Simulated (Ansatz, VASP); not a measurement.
**LiMo (LiMo in the B2 ordering): VASP beside Ansatz**

One calculation is typed for both programs; each brings its own data sets. How far apart do they land? The cell is generated by rule, not measured, and may not be a known phase. Of the first pair: The cell is taken from a series of runs on this material, whose earlier steps may have relaxed, scaled, displaced or heated it; both programs get it as it stands.

Method: plane waves, with VASP 6.6.1 beside it; relaxation of cell and atoms at PBEsol, in Ansatz 0.2.0.

**1. Set-up**

Symmetry: Pm-3m, No. 221, cubic system. Conventional cell: a = 2.952 Å, b = 2.952 Å, c = 2.952 Å, α = 90.00°, β = 90.00°, γ = 90.00°. Li has 8 Mo at 2.56 Å nearest. Mo has 8 Li at 2.56 Å nearest. Farther neighbours are not listed.

**2. VASP: relaxation of cell and atoms, PBEsol, pair 1**

The relaxed volume is the usual yardstick between codes: in a stiff, nearly cubic crystal its relative difference is about their pressure difference at one cell divided by the bulk modulus.

Lines of VASP's logs that name or quote its potential files are left out, and so is its time.

INCAR reads:

```
SYSTEM = LiMo
PREC = Accurate
ENCUT = 750
EDIFF = 1E-07
NELM = 120
ISMEAR = 0
SIGMA = 0.1
LREAL = .FALSE.
ALGO = Normal
GGA = PS
NBANDS = 14
LASPH = .TRUE.
LORBIT = 11
LWAVE = .FALSE.
LCHARG = .FALSE.
ISIF = 3
IBRION = 2
NSW = 80
EDIFFG = -0.005
GGA_COMPAT = .FALSE.
NELMIN = 4
```

POSCAR reads:

```
LiMo
1.0
    2.9520910000      0.0000000000      0.0000000000
    0.0000000000      2.9520910000      0.0000000000
    0.0000000000      0.0000000000      2.9520910000
Li Mo
1 1
Direct
    0.0000000000      0.0000000000      0.0000000000
    0.5000001694      0.5000001694      0.5000001694
```

KPOINTS reads:

```
Automatic mesh
0
Gamma
10 10 10
0 0 0
```

PAW data sets: Li_sv and Mo_sv (PBE family, release 64).

The run is started by

```console
> mpirun -np 1 vasp_std
```

Numbers of over 12 decimals in the logs are rounded to 6 here.

Output:

```text
[banner, memory and clock lines left out]
running    1 mpi-ranks, on    1 nodes
 distrk:  each k-point on    1 cores,    1 groups
 distr:  one band on    1 cores,    1 groups

 POSCAR found type information on POSCAR LiMo
 POSCAR found :  2 types and       2 ions
|                                                                             |
|               ----> ADVICE to this user running VASP <----                  |
|                                                                             |
|     You enforced a specific xc type in the INCAR file but a different       |
|     [... a line on the potential file left out ...]
|     I HOPE YOU KNOW WHAT YOU ARE DOING!                                     |
|                                                                             |

 LDA part: xc-table for (Slater+PW92), standard interpolation
 POSCAR, INCAR and KPOINTS ok, starting setup
 FFT: planning ... GRIDC
 FFT: planning ... GRID_SOFT
 FFT: planning ... GRID
 WAVECAR not read
 entering main loop
       N       E                     dE             d eps       ncg     rms          rms(c)
DAV:   1     0.172620502749E+03    0.17262E+03   -0.11470E+04  1568   0.159E+03
DAV:   2    -0.889899219107E+01   -0.18152E+03   -0.17577E+03  1880   0.405E+02
DAV:   3    -0.130100393338E+02   -0.41110E+01   -0.40527E+01  2158   0.576E+01
DAV:   4    -0.131320391291E+02   -0.12200E+00   -0.12189E+00  1990   0.881E+00
DAV:   5    -0.131343876244E+02   -0.23485E-02   -0.23484E-02  2170   0.102E+00    0.122E+01
DAV:   6    -0.119114535212E+02    0.12229E+01   -0.31197E+00  1682   0.157E+01    0.183E+00
DAV:   7    -0.118955364943E+02    0.15917E-01   -0.60670E-02  1964   0.202E+00    0.119E+00
DAV:   8    -0.118922036491E+02    0.33328E-02   -0.91861E-03  1910   0.110E+00    0.172E-01
DAV:   9    -0.118924135449E+02   -0.20990E-03   -0.43859E-04  2132   0.184E-01    0.759E-02
DAV:  10    -0.118924868813E+02   -0.73336E-04   -0.96757E-05  1742   0.916E-02    0.164E-02
DAV:  11    -0.118924926592E+02   -0.57780E-05   -0.68400E-06  2094   0.246E-02    0.460E-03
DAV:  12    -0.118924932837E+02   -0.62448E-06   -0.23030E-06  1734   0.139E-02    0.434E-04
DAV:  13    -0.118924933344E+02   -0.50721E-07   -0.36109E-08  1636   0.140E-03
   1 F= -.11892493E+02 E0= -.11889956E+02  d E =-.118925E+02
 curvature:   0.00 expect dE= 0.000E+00 dE for cont linesearch  0.000E+00
 trial: gam= 0.00000 g(F)=  0.000E+00 g(S)=  0.360E-04 ort = 0.000E+00 (trialstep = 0.100E+01)
 search vector abs. value=  0.360E-04
 bond charge predicted
       N       E                     dE             d eps       ncg     rms          rms(c)
DAV:   1    -0.118931319185E+02   -0.63863E-03   -0.12017E-02  1628   0.127E+00    0.206E-01
DAV:   2    -0.118925120957E+02    0.61982E-03   -0.18467E-03  1670   0.425E-01    0.411E-02
DAV:   3    -0.118925059092E+02    0.61865E-05   -0.31326E-05  1938   0.574E-02    0.296E-02
DAV:   4    -0.118925035224E+02    0.23868E-05   -0.13260E-05  2328   0.299E-02    0.322E-03
DAV:   5    -0.118925036191E+02   -0.96654E-07   -0.87111E-07  1980   0.776E-03
   2 F= -.11892504E+02 E0= -.11889961E+02  d E =-.102846E-04
 trial-energy change:   -0.000010  1 .order   -0.000010   -0.000036    0.000016
 step:   0.6912(harm=  0.6912)  dis= 0.00000  next Energy=   -11.892506 (dE=-0.124E-04)
 reached required accuracy - stopping structural energy minimisation
```

From OUTCAR (step 2):

```text
ion  position               nearest neighbor table
   1  0.000  0.000  0.000-   2 2.56   2 2.56   2 2.56   2 2.56   2 2.56   2 2.56   2 2.56   2 2.56

  LATTYP: Found a simple cubic cell.
 ALAT       =     2.9520910000

 Subroutine GETGRP returns: Found 48 space group operations
 (whereof 48 operations were pure point group operations)

The static configuration has the point symmetry O_h .

 Found     56 irreducible k-points:

   k-points           NKPTS =     56   k-points in BZ     NKDIM =     56   number of bands    NBANDS=     14

   dimension x,y,z NGX =    28 NGY =   28 NGZ =   28
   dimension x,y,z NGXF=    56 NGYF=   56 NGZF=   56

   ENCUT  =  750.0 eV  55.12 Ry    7.42 a.u.   6.59  6.59  6.59*2*pi/ulx,y,z

   NELECT =      17.0000    total number of electrons

 k-points in reciprocal lattice and weights: Automatic mesh
   0.00000000  0.00000000  0.00000000       0.001
   0.10000000  0.00000000  0.00000000       0.006
   0.20000000  0.00000000  0.00000000       0.006
   0.30000000  0.00000000  0.00000000       0.006
   0.40000000  0.00000000  0.00000000       0.006
   0.50000000  0.00000000  0.00000000       0.003
   0.10000000  0.10000000  0.00000000       0.012
   0.20000000  0.10000000  0.00000000       0.024
   0.30000000  0.10000000  0.00000000       0.024
[...]
0.50000000  0.50000000  0.40000000       0.006
   0.50000000  0.50000000  0.50000000       0.001

 average (electrostatic) potential at core
       1 -54.7437       2 -72.9016

 E-fermi :   8.1610

 k-point     1 :       0.0000    0.0000    0.0000
  band No.  band energies     occupation
    ...
      4     -26.2307      2.00000
      5     -26.2307      2.00000
      6       2.6953      2.00000
      7       5.4883      2.00000
      8       5.4883      2.00000
      9      10.4301      0.00000
     10      10.4301      0.00000
     11      10.4301      0.00000
     12      16.7001      0.00000
     13      16.7001      0.00000
    ...

 k-point     2 :       0.1000    0.0000    0.0000
  band No.  band energies     occupation
    ...
      4     -26.2266      2.00000
      5     -26.2266      2.00000
      6       2.8640      2.00000
      7       5.5475      2.00000
      8       5.6414      2.00000
      9      10.1220      0.00000
     10      10.1220      0.00000
     11      10.4510      0.00000
     12      16.2284      0.00000
     13      17.1697      0.00000
    ...

 k-point     3 :       0.2000    0.0000    0.0000
  band No.  band energies     occupation
    ...
      4     -26.2156      2.00000
      5     -26.2156      2.00000
      6       3.2678      2.00000
      7       5.7081      2.00000
      8       6.1307      2.00000
      9       9.4498      0.00000
     10       9.4498      0.00000
     11      10.5064      0.00000
     12      15.2127      0.00000
     13      18.3335      0.00000
    ...

  Total       -0.0099659     -0.0099659     -0.0099659      0.0000000     -0.0000000      0.0000000
  in kB       -0.6196342     -0.6196342     -0.6196342      0.0000000     -0.0000000      0.0000000
  external PRESSURE =      -0.6196342 kB  Pullay stress =       0.0000000 kB

  energy-cutoff  :      750.00
  volume of cell :       25.77
      direct lattice vectors                 reciprocal lattice vectors
     2.953679624  0.000000000  0.000000000     0.338560754  0.000000000  0.000000000
    -0.000000000  2.953679624  0.000000000    -0.000000000  0.338560754  0.000000000
    -0.000000000 -0.000000000  2.953679624    -0.000000000 -0.000000000  0.338560754

 POSITION                                       TOTAL-FORCE (eV/Angst)
 -----------------------------------------------------------------------------------
      0.00000      0.00000      0.00000        -0.000000     -0.000000      0.000000
      1.47684      1.47684      1.47684         0.000000      0.000000      0.000000
 -----------------------------------------------------------------------------------
    total drift:                               -0.000935     -0.000935     -0.000935

  FREE ENERGIE OF THE ION-ELECTRON SYSTEM (eV)
  ---------------------------------------------------
  free  energy   TOTEN  =       -11.8925036191 eV

  energy  without entropy=      -11.8874184808  energy(sigma->0) =      -11.88996105

 reached required accuracy - stopping structural energy minimisation

 total charge
# of ion       s       p       d       tot
------------------------------------------
    1        2.077   0.170   0.000   2.248
    2        2.362   6.104   3.901  12.367
--------------------------------------------------
tot          4.439   6.274   3.901  14.615

[... 3 further parts left out ...]
```

CONTCAR:

```
LiMo
   1.00000000000000
     2.9536796237796290    0.0000000000000000    0.0000000000000000
    -0.0000000000000000    2.9536796237796290    0.0000000000000000
    -0.0000000000000000   -0.0000000000000000    2.9536796237796290
  Li              Mo
     1     1
Direct
     0.0000000000000000    0.0000000000000000    0.0000000000000000
     0.5000001694000034    0.5000001694000034    0.5000001694000034
```

**3. Ansatz: relaxation of cell and atoms, PBEsol, pair 1**

Ansatz runs on its default PAW (the set named soft_2) files.

The same cell, functional, mesh and smearing now go to Ansatz, which takes its cutoff from its data sets.

input.yaml reads:

```yaml
crystal:
  lattice:
    - [2.9520912081, 0.0, 0.0]
    - [0.0, 2.9520912081, 0.0]
    - [0.0, 0.0, 2.9520912081]
  atoms:
    - { symbol: Li, position: [0.0, 0.0, 0.0] }
    - { symbol: Mo, position: [0.5, 0.5, 0.5] }
kpoints:
  mp_grid: { grid: [10, 10, 10] }
hamiltonian:
  xc: pbesol
scf:
  occupations: { method: gaussian, width: 0.1 }
output:
  forces: true
  stress: true
  eigenvalues: true
relax:
  adjacent_minimum: "off"
  f_tol: 0.005
  max_steps: 80
  cell: { stress_tol: 0.05 }
```

The run is started by

```console
> ansatz run input.yaml --threads 4 --pin off --max-ram 8192MiB --backend cpu --events-out ev --progress --plain --runs-dir out
```

Output:

```text
Engine: ansatz 0.2.0, aarch64-unknown-linux-gnu
Pseudopotentials: kind: paw
Pseudopotential: Li, paw, valence charge 3, recommended cutoff 420 eV (normal), Li.paw.azcp
Pseudopotential: Mo, paw, valence charge 14, recommended cutoff 420 eV (normal), Mo.paw.azcp
Functional definition: PBEsol
  exchange = pbesol_x
  correlation = pbesol_c
Crystal: 2 atoms, lattice volume = 25.727 Å³
Basis set: ecut = 420 eV, 485 PW (Γ), exchange–correlation on 40×40×40 points (8 copies of the dense FFT grid, shifted against one another)
Bands: 13, of which v1, the nominal top of the filled ones, is band 9 counted from 1 (8 counted from 0)
Symmetry: 48 space group operations
Space group: Pm-3m (ITA 221), of the structure as read, at distance tolerance 3.0e-5 Å
k-points: 56 of 1000
Non-local potential: Li, projectors of the file, l = 0: 3, l = 1: 2, l = 2: 1
Non-local potential: Mo, projectors of the file, l = 0: 3, l = 1: 2, l = 2: 2, l = 3: 1
PAW form: soft (Blöchl's): semilocal exchange-correlation on the pseudo side does not see the compensation charge
PAW frozen core: Mo, regenerated for the run's functional, and the local potential with it (the file was generated under x = pbe(κ = 0.804, μ = 0.219515), c = pbe(β = 0.066725))
PAW one-centre angular grid: Li, 110 points (default); XC on 64 Gauss nodes
PAW one-centre angular grid: Mo, 590 points (default); XC on 64 Gauss nodes
Initial density: superposition of atomic densities (neutral atoms: chi_scale 0, normalization atom), corrected by the library's trained network
Initial wavefunctions: pseudopotential atomic-orbital guess
Functional: x = pbesol(κ = 0.804, μ = 0.123457), c = pbesol(β = 0.046)
SCF iter   1: F=—  HF=-5098.611879 eV  |F-HF|=—  |Δ(HF+E_count)|=         —  Δρ=4.76e-3  dr2=4.08e-3  ethr=1.77e-3  ⟨swp⟩=5.0  Hψ=3859  notcnv=0
preconditioner: auto → none  [metal: Δε(μ)=0.018 eV  Ē_g=6.414 eV  σ=0.100 eV  W_gap=0.10  n_scr=6 (ndim 8)  ℏωp=19.4 eV  f_vac=0.000  D(μ)=1.01/eV (n_scr^D=6)  sad-step TF]
SCF iter   2: F=—  HF=-5098.610451 eV  |F-HF|=—  |Δ(HF+E_count)|=   1.43e-3  Δρ=1.98e-3  dr2=5.18e-4  ethr=2.40e-5  ⟨swp⟩=2.2  Hψ=1551  notcnv=0
SCF iter   3: F=—  HF=-5098.610201 eV  |F-HF|=—  |Δ(HF+E_count)|=   2.50e-4  Δρ=4.94e-4  dr2=5.06e-5  ethr=3.05e-6  ⟨swp⟩=2.6  Hψ=1006  notcnv=0
SCF iter   4: F=—  HF=-5098.610205 eV  |F-HF|=—  |Δ(HF+E_count)|=   3.72e-6  Δρ=8.73e-5  dr2=2.25e-6  ethr=2.97e-7  ⟨swp⟩=2.8  Hψ=1142  notcnv=0
SCF iter   5: F=—  HF=-5098.610205 eV  |F-HF|=—  |Δ(HF+E_count)|=   2.54e-8  Δρ=2.54e-5  dr2=1.19e-7  ethr=1.32e-8  ⟨swp⟩=2.3  Hψ=1114  notcnv=0
SCF iter   6: F=-5098.610205 eV  HF=-5098.610205 eV  |F-HF|=1.85e-9  |Δ(HF+E_count)|=   9.70e-9  Δρ=5.40e-6  dr2=3.61e-9  ethr=5.88e-10  ⟨swp⟩=5.2  Hψ=2458  notcnv=0
SCF 1 converged in 6 iterations: F = -5098.610205 eV  dr2 = 3.61e-9
  greatest PAW one-centre occupation: 1.000 electrons in one spin orbital (limit 2), on the Li atom at site 0 (counted from 0), in its partial waves of l = 0
relax step   1: F+E_penalty+E_count = -5098.61020495 eV  Δ(F+E_penalty+E_count) = +0.000e0 eV  max|allowed force component| = 1.109e-29 eV/Å  Δτ_max = 0.0000 Å  P = +0.007 GPa  Ω = 25.727 Å³  (6 SCF iters, dr2 threshold 1.00e-7 eV, accepted)
Initial density: handed on by an earlier stage of this run
Initial wavefunctions: pseudopotential atomic-orbital guess (no wavefunctions were taken with the density)
iter 1 solved again at ethr=2.68e-8 eV; its pass at ethr=3.10e-3 eV (dr2=4.56e-6 eV) is discarded
SCF iter   1: F=—  HF=-5098.610185 eV  |F-HF|=—  |Δ(HF+E_count)|=         —  Δρ=5.59e-6  dr2=5.28e-9  ethr=2.68e-8  ⟨swp⟩=3.0  Hψ=5824  notcnv=0
preconditioner: auto → none  [metal: Δε(μ)=0.024 eV  Ē_g=6.406 eV  σ=0.100 eV  W_gap=0.14  n_scr=6 (ndim 8)  ℏωp=19.4 eV  f_vac=0.000  D(μ)=1.02/eV (n_scr^D=6)]
SCF iter   2: F=—  HF=-5098.610205 eV  |F-HF|=—  |Δ(HF+E_count)|=   1.95e-5  Δρ=3.15e-6  dr2=2.71e-9  ethr=3.10e-11  ⟨swp⟩=2.0  Hψ=1196  notcnv=0
SCF iter   3: F=—  HF=-5098.610205 eV  |F-HF|=—  |Δ(HF+E_count)|=  6.95e-10  Δρ=1.64e-6  dr2=2.47e-10  ethr=1.59e-11  ⟨swp⟩=2.1  Hψ=886  notcnv=0
SCF iter   4: F=—  HF=-5098.610205 eV  |F-HF|=—  |Δ(HF+E_count)|=  2.36e-11  Δρ=4.48e-7  dr2=8.05e-11  ethr=1.45e-12  ⟨swp⟩=2.9  Hψ=1178  notcnv=0
SCF iter   5: F=-5098.610205 eV  HF=-5098.610205 eV  |F-HF|=5.46e-12  |Δ(HF+E_count)|=  1.91e-11  Δρ=1.63e-7  dr2=1.05e-11  ethr=1.00e-12  ⟨swp⟩=4.0  Hψ=2788  notcnv=0
SCF 2 converged in 5 iterations: F = -5098.610205 eV  dr2 = 1.05e-11
relax step   2: F+E_penalty+E_count = -5098.61020495 eV  Δ(F+E_penalty+E_count) = -1.027e-9 eV  max|allowed force component| = 3.238e-29 eV/Å  Δτ_max = 0.0000 Å  P = +0.007 GPa  Ω = 25.727 Å³  stress off target by 7.33e-3 GPa  SCF on the basis re-selected at this cell (its energy is not comparable with the rows above)  (5 SCF iters)
basis re-selected at this cell: Δ(F+E_penalty+E_count) = -1.027e-9 eV, ΔP = +0.000 GPa vs the last step (what re-selecting the basis moved, of the pressure what is left beyond the Pulay correction that the steps carried, after the strain that the cell walked since its last selection, with what the two solves' SCF thresholds leave and, on support functions, any second-order correction that the steps lacked; it is no m [...]
SCF converged after 5 iterations
Free energy (F): -5098.610205 eV
Harris-Foulkes:  -5098.610205 eV  (|F-HF|=5.46e-12)
Internal energy: -5098.605117 eV  (E = F + TS)
E sigma→0 (E₀):  -5098.607661 eV
Entropy (-TS):   -0.005088 eV (-2.544 meV/atom)
Fermi energy:    13.673258 eV
--- Per-component energies (eV) ---
  E_band       = -196.580778
  E_kinetic    = 463.835988
  E_local      = -1099.214234  (includes V_loc(G=0)·N_el)
  E_nonlocal   = 113.749619
  E_hartree    = 361.733409
  E_xc         = -192.202918
  E_vxc        = -241.184248  (∫ρ·V_xc dr)
  E_paw        = -3163.856382  (= ΣΔE_a)
  E_vpaw       = -157.234676  (= ΣTr[D̂ρ^β])
  E_aug_tail   = 0.000041  (compensation charges beyond the density's cutoff)
  E_ewald      = -1582.859939
  E_core_change = 0.209299  (= ΣΔE_core)
  E_smearing   = -0.005088  (= −TS)
  E_closure    = 0.000000  (closes the sum)
  Σ components = -5098.610205   (vs F -5098.610205, Δ=0.00e0)
--- Forces (eV/Å), atoms counted from 1 ---
  atom   1  Li    -0.00000000     0.00000000     0.00000000
  atom   2  Mo     0.00000000    -0.00000000    -0.00000000
  max |Σ_I F_I| component: 6.36e-29 eV/Å
--- Stress (GPa, compression-positive) ---
        0.007333       0.000000       0.000000
        0.000000       0.007333       0.000000
        0.000000       0.000000       0.007333
  P = ⅓ Tr σ = 0.0073 GPa (0.073 kbar)
--- Band table (eV; the first three rows and the last of 56) ---
  k-point 0: bands = [... 5 lower, 8.2228, 10.9983, 10.9983, 15.9464, 15.9464, 15.9464, 22.2359, 22.2359]
  k-point 1: bands = [... 5 lower, 8.3904, 11.0576, 11.1513, 15.6378, 15.6378, 15.9674, 21.7605, 22.7066]
  k-point 2: bands = [... 5 lower, 8.7913, 11.2183, 11.6414, 14.9642, 14.9642, 16.0228, 20.7394, 23.8730]
  k-point 55: bands = [... 5 lower, 10.3910, 10.3910, 10.3910, 17.6295, 17.6295, 21.1617, 21.1617, 21.1617]
--- Relaxed structure (1 steps of the walk, 1 accepted, 1 SCFs on fresh bases) ---
  F+E_penalty+E_count = -5098.61020495 eV   max|allowed force component| = 3.238e-29 eV/Å   (the final SCF, on the basis selected at the relaxed cell)
  cell:  # Å, volume = 25.7270 Å³
    - [2.9520912081, 0.0, 0.0]
    - [0.0, 2.9520912081, 0.0]
    - [0.0, 0.0, 2.9520912081]
  atoms:
    - { symbol: Li, position: [0.0, 0.0, 0.0] }
    - { symbol: Mo, position: [0.5, 0.5, 0.5] }
```

**4. Differences**

Known differences besides the potentials themselves: the cutoff is 420 eV in Ansatz and 750 eV in VASP; Ansatz makes its cores anew for this functional, VASP keeps those of its PBE data sets; Ansatz adds a Pulay correction to the stress that steers its cell, VASP none. Total energies have different zeros and are not compared.

Both answers:

```
                                         quantity  Ansatz   VASP  difference
                                      volume (Å³)   25.73  25.77     -0.16 %
edge a after relaxation, in the typed setting (Å)   2.952  2.954     -0.05 %
```

(Continued in part 2 of 2.)

[Lines on the potential files, build, host, timing and source positions are cut from VASP's logs without a mark.]

[Logs are printed without paths, hosts, clocks, repeated set-up lines and the standing remarks that a program may print on its own settings, such as how far it seeks lower states.]

[Hosts, paths, dates, database ids (printed as entryN), source tags and the programs' standing remarks are cut or masked in the printed files.]
